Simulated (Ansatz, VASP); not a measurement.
# ZnSe (Stilleite): VASP beside Ansatz, part 2 of 2

One calculation is typed for both programs; each brings its own data sets. How far apart do they land? The cell is taken from a series of runs on this material, whose earlier steps may have relaxed, scaled, displaced or heated it; both programs get it as it stands.

VASP 6.6.1 and Ansatz 0.2.0.

So far: The structure; Ansatz: zone-centre phonons, LDA.

### Step 3. VASP: zone-centre phonons, LDA

Level of this step: LDA; plane waves and PAW (Zn, Se) (VASP).

The same cell, functional (in two slightly different forms) and mesh now go to VASP, with its own data sets.

Lines of VASP's logs that name or quote its potential files are left out, and so is its time.

INCAR reads:

```
SYSTEM = ZnSe
PREC = Accurate
ENCUT = 500
EDIFF = 1E-08
NELM = 120
ISMEAR = 0
SIGMA = 0.01
LREAL = .FALSE.
ALGO = Normal
GGA = CA
NBANDS = 15
LORBIT = 11
LWAVE = .FALSE.
LCHARG = .FALSE.
ISIF = 2
IBRION = 8
LEPSILON = .TRUE.
LASPH = .TRUE.
GGA_COMPAT = .FALSE.
EFERMI = MIDGAP
KPAR = 2
```

POSCAR reads:

```
ZnSe
1.0
    0.0000000000      2.7837680190      2.7837680190
    2.7837680190      0.0000000000      2.7837680190
    2.7837680190      2.7837680190      0.0000000000
Zn Se
1 1
Direct
    0.0000000000      0.0000000000      0.0000000000
    0.2500000000      0.2500000000      0.2500000000
```

KPOINTS reads:

```
Automatic mesh
0
Gamma
8 8 8
0 0 0
```

The projector-augmented-wave data sets are Zn and Se (LDA family, release 64).

Run with:

```console
$ mpirun -np 2 vasp_std
```

Numbers of over 12 decimals in the logs are rounded to 6 here.

Output:

```text
[banner, memory and clock lines left out]
running    2 mpi-ranks, on    1 nodes
 distrk:  each k-point on    1 cores,    2 groups
 distr:  one band on    1 cores,    1 groups

 POSCAR found type information on POSCAR ZnSe
 POSCAR found :  2 types and       2 ions
 LDA part: xc-table for (Slater(with rela. corr.)+CA(PZ))
 , standard interpolation
 POSCAR, INCAR and KPOINTS ok, starting setup
 FFT: planning ... GRIDC
 FFT: planning ... GRID_SOFT
 FFT: planning ... GRID
 WAVECAR not read
 entering main loop
       N       E                     dE             d eps       ncg     rms          rms(c)
DAV:   1     0.843109203150E+02    0.84311E+02   -0.87992E+03   870   0.135E+03
DAV:   2    -0.236722370360E+01   -0.86678E+02   -0.82092E+02   989   0.259E+02
DAV:   3    -0.763943919870E+01   -0.52722E+01   -0.52542E+01  1052   0.631E+01
DAV:   4    -0.768361179601E+01   -0.44173E-01   -0.44168E-01  1052   0.617E+00
DAV:   5    -0.768384108855E+01   -0.22929E-03   -0.22929E-03  1094   0.402E-01    0.529E+00
DAV:   6    -0.740301943302E+01    0.28082E+00   -0.59299E-01  1216   0.273E+01    0.399E+00
DAV:   7    -0.737665681337E+01    0.26363E-01   -0.16494E-01  1010   0.413E+00    0.165E+00
DAV:   8    -0.737221957446E+01    0.44372E-02   -0.35952E-03  1304   0.841E-01    0.427E-01
DAV:   9    -0.737165800544E+01    0.56157E-03   -0.95872E-04  1003   0.262E-01    0.588E-02
DAV:  10    -0.737167547571E+01   -0.17470E-04   -0.11992E-04  1093   0.117E-01    0.184E-02
DAV:  11    -0.737166837517E+01    0.71005E-05   -0.15568E-05  1311   0.642E-02    0.459E-03
DAV:  12    -0.737166841326E+01   -0.38093E-07   -0.25708E-06  1080   0.119E-02    0.121E-03
DAV:  13    -0.737166843731E+01   -0.24044E-07   -0.88627E-08  1066   0.250E-03    0.492E-04
DAV:  14    -0.737166843809E+01   -0.78580E-09   -0.59469E-10   624   0.331E-04
   1 F= -.73716684E+01 E0= -.73716684E+01  d E =0.000000E+00
 Linear response reoptimize wavefunctions to high precision
DAV:   1    -0.737166843719E+01    0.90176E-09   -0.14124E-09   813   0.682E-04
DAV:   2    -0.737166843726E+01   -0.69804E-10   -0.44581E-10   519   0.154E-04
 Linear response G [H, r] |phi>, progress :
  Direction:   1
       N       E                     dE             d eps       ncg     rms
RMM:   1    -0.534545052786E+02   -0.53455E+02    0.16660E+02  1433   0.694E+01
RMM:   2    -0.552693138682E+02   -0.18148E+01   -0.10380E+01  1487   0.239E+01
RMM:   3    -0.553909161106E+02   -0.12160E+00   -0.43636E-01  1545   0.504E+00
RMM:   4    -0.553999477452E+02   -0.90316E-02   -0.31263E-02  1631   0.101E+00
RMM:   5    -0.553996555288E+02    0.29222E-03   -0.30282E-03  1647   0.265E-01
RMM:   6    -0.553996800684E+02   -0.24540E-04   -0.60241E-04  1672   0.750E-02
RMM:   7    -0.553996548952E+02    0.25173E-04   -0.81379E-05  1661   0.245E-02
RMM:   8    -0.553996553295E+02   -0.43421E-06   -0.26499E-05  1467   0.871E-03
RMM:   9    -0.553996522728E+02    0.30567E-05   -0.16515E-03  1333   0.345E-03
RMM:  10    -0.553996525176E+02   -0.24481E-06   -0.17655E-03  1216   0.175E-03
RMM:  11    -0.553996519840E+02    0.53352E-06   -0.18586E-03  1086   0.109E-03
RMM:  12    -0.553996527548E+02   -0.77075E-06   -0.18616E-03   976   0.895E-04
RMM:  13    -0.553996522216E+02    0.53318E-06   -0.17884E-03   897   0.808E-04
RMM:  14    -0.553996524200E+02   -0.19838E-06   -0.17827E-03   830   0.798E-04
RMM:  15    -0.553996519397E+02    0.48035E-06   -0.17880E-03   807   0.787E-04
RMM:  16    -0.553996517210E+02    0.21867E-06   -0.18107E-03   733   0.798E-04
 Linear response G [H, r] |phi>, progress :
  Direction:   2
       N       E                     dE             d eps       ncg     rms
RMM:   1    -0.545532724577E+02   -0.54553E+02    0.13443E+02  1428   0.677E+01
RMM:   2    -0.569673277407E+02   -0.24141E+01   -0.88440E+00  1469   0.220E+01
RMM:   3    -0.570582201984E+02   -0.90892E-01   -0.35908E-01  1533   0.448E+00
RMM:   4    -0.570640629572E+02   -0.58428E-02   -0.26670E-02  1625   0.921E-01
RMM:   5    -0.570638127222E+02    0.25024E-03   -0.28920E-03  1629   0.246E-01
RMM:   6    -0.570638275755E+02   -0.14853E-04   -0.59131E-04  1669   0.712E-02
RMM:   7    -0.570638012460E+02    0.26329E-04   -0.76908E-05  1639   0.236E-02
RMM:   8    -0.570637998190E+02    0.14270E-05   -0.19241E-05  1460   0.855E-03
RMM:   9    -0.570637982654E+02    0.15535E-05    0.23373E-04  1309   0.353E-03
RMM:  10    -0.570637984628E+02   -0.19736E-06    0.74224E-04  1220   0.180E-03
RMM:  11    -0.570637984617E+02    0.11280E-08    0.72600E-04  1070   0.113E-03
RMM:  12    -0.570637983671E+02    0.94575E-07    0.70241E-04   986   0.914E-04
RMM:  13    -0.570637987525E+02   -0.38536E-06    0.79751E-04   908   0.853E-04
RMM:  14    -0.570637982406E+02    0.51184E-06    0.71678E-04   842   0.817E-04
RMM:  15    -0.570637988065E+02   -0.56589E-06    0.78046E-04   788   0.820E-04
RMM:  16    -0.570637979446E+02    0.86195E-06    0.64560E-04   722   0.814E-04
 Linear response G [H, r] |phi>, progress :
  Direction:   3
[...]
RMM:  13    -0.439712206564E+02   -0.16929E-07   -0.17808E-05   877   0.384E-04
RMM:  14    -0.439712206528E+02    0.36668E-08   -0.23032E-05   827   0.367E-04
RMM:  15    -0.439712206510E+02    0.17231E-08   -0.21762E-05   777   0.366E-04
RMM:  16    -0.439712206590E+02   -0.79488E-08   -0.23433E-05   705   0.362E-04
[...]
Linear response to external field, progress :
  Direction:   1
       N       E                     dE             d eps       ncg     rms          rms(c)
RMM:   1    -0.808282409728E+00   -0.80828E+00   -0.33938E+00  3885   0.363E+00
RMM:   2    -0.903731045452E+00   -0.95449E-01   -0.13972E-02  4984   0.707E-01    0.141E+00
RMM:   3    -0.865626732339E+00    0.38104E-01   -0.23265E-02  4832   0.845E-01    0.760E-01
RMM:   4    -0.879919968845E+00   -0.14293E-01   -0.26577E-02  5019   0.870E-01    0.140E-01
RMM:   5    -0.887601458915E+00   -0.76815E-02   -0.12600E-03  4999   0.184E-01    0.301E-02
RMM:   6    -0.888385985690E+00   -0.78453E-03   -0.65119E-05  4806   0.449E-02    0.156E-02
RMM:   7    -0.888640996938E+00   -0.25501E-03   -0.11275E-05  5061   0.129E-02    0.122E-03
RMM:   8    -0.888655757886E+00   -0.14761E-04   -0.73027E-07  4973   0.258E-03    0.843E-04
RMM:   9    -0.888653266733E+00    0.24912E-05   -0.64134E-07  5177   0.892E-04    0.848E-05
RMM:  10    -0.888655185439E+00   -0.19187E-05    0.98194E-07  4109   0.243E-04    0.374E-05
RMM:  11    -0.888655697011E+00   -0.51157E-06    0.15432E-06  3705   0.121E-04    0.886E-06
 change of polarisation eV/A/(eV/A) component  1 :     1.686     0.450     0.205
 dielectric tensor                  component  1 :     8.072     1.887     0.859
 Linear response to external field, progress :
  Direction:   2
       N       E                     dE             d eps       ncg     rms          rms(c)
RMM:   1    -0.809058887253E+00   -0.80906E+00   -0.34015E+00  3880   0.363E+00
RMM:   2    -0.903713360021E+00   -0.94654E-01   -0.13902E-02  4988   0.706E-01    0.141E+00
RMM:   3    -0.865619599250E+00    0.38094E-01   -0.23270E-02  4830   0.845E-01    0.760E-01
RMM:   4    -0.879916756465E+00   -0.14297E-01   -0.26691E-02  5017   0.871E-01    0.140E-01
RMM:   5    -0.887594809756E+00   -0.76781E-02   -0.12962E-03  4999   0.184E-01    0.300E-02
RMM:   6    -0.888375480182E+00   -0.78067E-03   -0.76290E-05  4809   0.452E-02    0.156E-02
RMM:   7    -0.888628412063E+00   -0.25293E-03   -0.13100E-05  5063   0.130E-02    0.123E-03
RMM:   8    -0.888643675322E+00   -0.15263E-04   -0.11586E-06  4969   0.259E-03    0.845E-04
RMM:   9    -0.888641049504E+00    0.26258E-05   -0.57459E-07  5179   0.892E-04    0.851E-05
RMM:  10    -0.888642968657E+00   -0.19192E-05   -0.24278E-08  4089   0.239E-04    0.373E-05
RMM:  11    -0.888643470889E+00   -0.50223E-06   -0.86077E-08  3697   0.119E-04    0.868E-06
 change of polarisation eV/A/(eV/A) component  2 :     0.437     1.686     0.178
 dielectric tensor                  component  2 :     1.834     8.072     0.747
 Linear response to external field, progress :
  Direction:   3
       N       E                     dE             d eps       ncg     rms          rms(c)
RMM:   1    -0.808000435463E+00   -0.80800E+00   -0.33910E+00  3883   0.363E+00
RMM:   2    -0.903813238457E+00   -0.95813E-01   -0.14403E-02  4985   0.708E-01    0.141E+00
RMM:   3    -0.865633256567E+00    0.38180E-01   -0.23238E-02  4833   0.845E-01    0.760E-01
RMM:   4    -0.879931112647E+00   -0.14298E-01   -0.26607E-02  5014   0.870E-01    0.140E-01
RMM:   5    -0.887598629461E+00   -0.76675E-02   -0.12932E-03  4999   0.184E-01    0.300E-02
RMM:   6    -0.888389433543E+00   -0.79080E-03   -0.75652E-05  4807   0.451E-02    0.156E-02
RMM:   7    -0.888639840159E+00   -0.25041E-03   -0.13052E-05  5057   0.129E-02    0.122E-03
RMM:   8    -0.888654650431E+00   -0.14810E-04   -0.12869E-06  4975   0.261E-03    0.842E-04
RMM:   9    -0.888652114474E+00    0.25360E-05   -0.62205E-07  5178   0.899E-04    0.835E-05
RMM:  10    -0.888654021952E+00   -0.19075E-05   -0.25253E-08  4096   0.246E-04    0.378E-05
RMM:  11    -0.888654543223E+00   -0.52127E-06   -0.11879E-07  3699   0.120E-04    0.876E-06
 change of polarisation eV/A/(eV/A) component  3 :     0.346     0.309     1.686
 dielectric tensor                  component  3 :     1.451     1.296     8.072
 Linear response DOF=           2
 Linear response progress:
  Degree of freedom:   1/  2
       N       E                     dE             d eps       ncg     rms          rms(c)
RMM:   1    -0.212885910568E+00   -0.21289E+00   -0.83440E-03  3987   0.207E+00
RMM:   2    -0.211079597304E+00    0.18063E-02   -0.25782E-03  4542   0.384E-01    0.898E-02
RMM:   3    -0.210836048566E+00    0.24355E-03   -0.23275E-05  5077   0.476E-02    0.539E-02
RMM:   4    -0.210549549129E+00    0.28650E-03   -0.15971E-05  5286   0.286E-02    0.277E-03
RMM:   5    -0.210567652961E+00   -0.18104E-04    0.28563E-07  5413   0.548E-03    0.726E-04
RMM:   6    -0.210565940150E+00    0.17128E-05   -0.33378E-07  5518   0.103E-03    0.328E-04
RMM:   7    -0.210565533143E+00    0.40701E-06   -0.32317E-08  5367   0.305E-04    0.449E-05
RMM:   8    -0.210565226298E+00    0.30685E-06   -0.50452E-08  5382   0.106E-04    0.113E-05
RMM:   9    -0.210565220750E+00    0.55473E-08   -0.12829E-09  5636   0.382E-05    0.490E-06
 first order change of Fermi-energy   0.41657E+00
 force on displaced ion       1 direction 1 :  -6.297   0.000   0.000
 Born effective charge ion    1 direction 1 :   1.978   0.000   0.000
 Linear response progress:
  Degree of freedom:   2/  2
       N       E                     dE             d eps       ncg     rms          rms(c)
RMM:   1    -0.824778581134E-01   -0.82478E-01    0.10549E-01  6793   0.177E+00
RMM:   2    -0.819280393123E-01    0.54982E-03   -0.32521E-03  4527   0.498E-01    0.122E-01
RMM:   3    -0.820891025551E-01   -0.16106E-03   -0.17062E-04  5008   0.102E-01    0.666E-02
RMM:   4    -0.823814105868E-01   -0.29231E-03   -0.27179E-05  5042   0.451E-02    0.823E-03
RMM:   5    -0.823889331975E-01   -0.75226E-05    0.24529E-06  5100   0.878E-03    0.393E-03
RMM:   6    -0.823802846618E-01    0.86485E-05    0.55076E-07  5083   0.226E-03    0.170E-03
RMM:   7    -0.823761660955E-01    0.41186E-05   -0.47036E-08  5107   0.870E-04    0.306E-04
RMM:   8    -0.823780639319E-01   -0.18978E-05   -0.57378E-10  5284   0.280E-04    0.438E-05
RMM:   9    -0.823782540507E-01   -0.19012E-06    0.11106E-08  5282   0.889E-05    0.142E-05
RMM:  10    -0.823781432770E-01    0.11077E-06    0.40084E-10  5182   0.225E-05    0.372E-06
RMM:  11    -0.823781508850E-01   -0.76080E-08    0.12090E-10  4637   0.755E-06    0.219E-06
 first order change of Fermi-energy  -0.41637E+00
 force on displaced ion       2 direction 1 :  -6.377  -0.000  -0.000
 Born effective charge ion    2 direction 1 :  -2.033   0.000   0.000
 Born effective charges drift removed
 Linear response finished
```

From OUTCAR (step 3):

```text
ion  position               nearest neighbor table
   1  0.000  0.000  0.000-   2 2.41   2 2.41   2 2.41   2 2.41
   2  0.250  0.250  0.250-   1 2.41   1 2.41   1 2.41   1 2.41

  LATTYP: Found a face centered cubic cell.
 ALAT       =     5.5675360380

 Subroutine GETGRP returns: Found 24 space group operations
 (whereof 24 operations were pure point group operations)

The static configuration has the point symmetry T_d .

 Found     29 irreducible k-points:

   k-points           NKPTS =     29   k-points in BZ     NKDIM =     29   number of bands    NBANDS=     15

   dimension x,y,z NGX =    30 NGY =   30 NGZ =   30
   dimension x,y,z NGXF=    60 NGYF=   60 NGZF=   60

   ENCUT  =  500.0 eV  36.75 Ry    6.06 a.u.   7.18  7.18  7.18*2*pi/ulx,y,z

   NELECT =      18.0000    total number of electrons

 k-points in reciprocal lattice and weights: Automatic mesh
   0.00000000  0.00000000  0.00000000       0.002
   0.12500000  0.00000000  0.00000000       0.016
   0.25000000  0.00000000  0.00000000       0.016
   0.37500000  0.00000000  0.00000000       0.016
   0.50000000  0.00000000  0.00000000       0.008
   0.12500000  0.12500000  0.00000000       0.012
   0.25000000  0.12500000  0.00000000       0.047
   0.37500000  0.12500000  0.00000000       0.047
   0.50000000  0.12500000  0.00000000       0.047
[...]
-0.37500000  0.50000000  0.12500000       0.023
  -0.25000000  0.50000000  0.25000000       0.012

 average (electrostatic) potential at core
       1 -37.8584       2 -61.8061

  Total        0.0987737      0.0987737      0.0987737      0.0000000      0.0000000      0.0000000
  in kB        3.6679449      3.6679449      3.6679449      0.0000000      0.0000000      0.0000000
  external PRESSURE =       3.6679449 kB  Pullay stress =       0.0000000 kB

  energy-cutoff  :      500.00
  volume of cell :       43.14
      direct lattice vectors                 reciprocal lattice vectors
     0.000000000  2.783768019  2.783768019    -0.179612668  0.179612668  0.179612668
     2.783768019  0.000000000  2.783768019     0.179612668 -0.179612668  0.179612668
     2.783768019  2.783768019  0.000000000     0.179612668  0.179612668 -0.179612668

 POSITION                                       TOTAL-FORCE (eV/Angst)
 -----------------------------------------------------------------------------------
      0.00000      0.00000      0.00000         0.000000      0.000000      0.000000
      1.39188      1.39188      1.39188        -0.000000     -0.000000     -0.000000
 -----------------------------------------------------------------------------------
    total drift:                               -0.000000     -0.000000      0.000000

 MACROSCOPIC STATIC DIELECTRIC TENSOR (including local field effects in DFT)
 ------------------------------------------------------
           8.071773    -0.000000     0.000000
           0.000000     8.071773     0.000000
          -0.000000     0.000000     8.071773
 ------------------------------------------------------

 PIEZOELECTRIC TENSOR (including local field effects)  for field in x, y, z        (C/m^2)
          XX          YY          ZZ          XY          YZ          ZX
  --------------------------------------------------------------------------------
  x     0.00000    -0.00000     0.00000     0.00000    -0.70031     0.00000
  y     0.00000     0.00000     0.00000     0.00000     0.00000    -0.70031
  z     0.00000     0.00000    -0.00000    -0.70031     0.00000     0.00000

 BORN EFFECTIVE CHARGES (including local field effects) (in |e|, cummulative output)
 ---------------------------------------------------------------------------------
 ion    1
    1     2.00476     0.00000     0.00000
    2     0.00000     2.00476    -0.00000
    3     0.00000     0.00000     2.00476
 ion    2
    1    -2.00476     0.00000     0.00000
    2     0.00000    -2.00476     0.00000
    3    -0.00000    -0.00000    -2.00476

 Eigenvectors and eigenvalues of the dynamical matrix
 ----------------------------------------------------

   1 f  =    6.578374 THz    41.333142 2PiTHz  219.430932 cm-1    27.205956 meV
             X         Y         Z           dx          dy          dz
      0.000000  0.000000  0.000000     0.737465    0.000000    0.000000
      1.391884  1.391884  1.391884    -0.675385    0.000000    0.000000

   2 f  =    6.578374 THz    41.333142 2PiTHz  219.430932 cm-1    27.205956 meV
             X         Y         Z           dx          dy          dz
      0.000000  0.000000  0.000000    -0.000000   -0.737465    0.000000
      1.391884  1.391884  1.391884     0.000000    0.675385    0.000000

   3 f  =    6.578374 THz    41.333142 2PiTHz  219.430932 cm-1    27.205956 meV
             X         Y         Z           dx          dy          dz
      0.000000  0.000000  0.000000    -0.000000   -0.000000   -0.737465
      1.391884  1.391884  1.391884    -0.000000   -0.000000    0.675385

   4 f/i=    0.020801 THz     0.130698 2PiTHz    0.693856 cm-1     0.086027 meV
             X         Y         Z           dx          dy          dz
      0.000000  0.000000  0.000000    -0.567502   -0.239098    0.277343
      1.391884  1.391884  1.391884    -0.619665   -0.261076    0.302835

   5 f/i=    0.020801 THz     0.130698 2PiTHz    0.693856 cm-1     0.086027 meV
             X         Y         Z           dx          dy          dz
      0.000000  0.000000  0.000000     0.336326   -0.542645    0.220378
      1.391884  1.391884  1.391884     0.367240   -0.592524    0.240635

   6 f/i=    0.020801 THz     0.130698 2PiTHz    0.693856 cm-1     0.086027 meV
             X         Y         Z           dx          dy          dz
      0.000000  0.000000  0.000000    -0.144816   -0.323286   -0.575030
      1.391884  1.391884  1.391884    -0.158127   -0.353002   -0.627886

 MACROSCOPIC STATIC DIELECTRIC TENSOR IONIC CONTRIBUTION
 ------------------------------------------------------
           2.659869     0.000000     0.000000
           0.000000     2.659869     0.000000
           0.000000     0.000000     2.659869
 ------------------------------------------------------

 ELASTIC MODULI CONTR FROM IONIC RELAXATION (kBar)
 Direction    XX          YY          ZZ          XY          YZ          ZX
 --------------------------------------------------------------------------------
 XX          -0.0000      0.0000      0.0000     -0.0000      0.0000      0.0000
 YY           0.0000     -0.0000     -0.0000     -0.0000     -0.0000      0.0000
 ZZ           0.0000     -0.0000     -0.0000      0.0000     -0.0000      0.0000
 XY          -0.0000     -0.0000      0.0000   -231.9969      0.0000      0.0000
 YZ           0.0000     -0.0000     -0.0000      0.0000   -231.9969      0.0000
 ZX           0.0000      0.0000      0.0000      0.0000      0.0000   -231.9969
 --------------------------------------------------------------------------------

 PIEZOELECTRIC TENSOR IONIC CONTR  for field in x, y, z        (C/m^2)
          XX          YY          ZZ          XY          YZ          ZX
  --------------------------------------------------------------------------------
  x    -0.00000     0.00000     0.00000     0.00000     0.73917     0.00000
  y    -0.00000    -0.00000    -0.00000    -0.00000     0.00000     0.73917
  z     0.00000     0.00000    -0.00000     0.73917     0.00000     0.00000
```

### Step 4. Differences

Known differences besides the potentials themselves: the two LDA forms differ slightly; fixed occupations in Ansatz, narrow Gaussian smearing in VASP; VASP's response is taken on the typed mesh, Ansatz refines its own for the field response alone; the data sets hold 28 valence electrons in Ansatz (on its default PAW (the set named soft_2) files) and 18 in VASP; the cutoff is 420 eV in Ansatz and 500 eV in VASP; VASP's log shows a relativistic correction to its local exchange, Ansatz's none. Total energies have different zeros and are not compared.

Compared:

```
                                     quantity  Ansatz   VASP  difference
                                        ε∞ xx    7.52   8.07     -6.85 %
                                        ε∞ yy    7.52   8.07     -6.85 %
                                        ε∞ zz    7.52   8.07     -6.85 %
Born charge of Zn1 (mean of the diagonal) (e)    1.97   2.00       -0.03
Born charge of Se2 (mean of the diagonal) (e)   -1.97  -2.00       +0.03
                   optical mode 1 to 3 (cm⁻¹)   217.8  219.4     -0.72 %
```

Modes are paired by rising frequency, not by their patterns, so a pair may set unlike modes beside each other; they are those without the splitting of longitudinal modes.

### Step 5. Summary of results

```
difference in ε∞ xx (zone-centre phonons, LDA) : -6.9 %
```

**Reading.** The difference in ε∞ xx is -6.9 % (zone-centre phonons, LDA), beyond the 5 % picked in this series as the mark of a large difference. The data sets hold unlike numbers of valence electrons (28 in Ansatz and 18 in VASP), so part of the differences comes from the potentials. What causes the difference of the zone-centre phonons, LDA pair stays open here. Such differences can come from data sets, numerical settings and the points named under the comparisons, not from the functional's error against experiment.

[Lines on the potential files, build, host, timing and source positions are cut from VASP's logs without a mark.]

[Logs are printed without paths, hosts, clocks, repeated set-up lines and the standing remarks that a program may print on its own settings, such as how far it seeks lower states.]

[Hosts, paths, dates, database ids (printed as entryN), source tags and the programs' standing remarks are cut or masked in the printed files.]
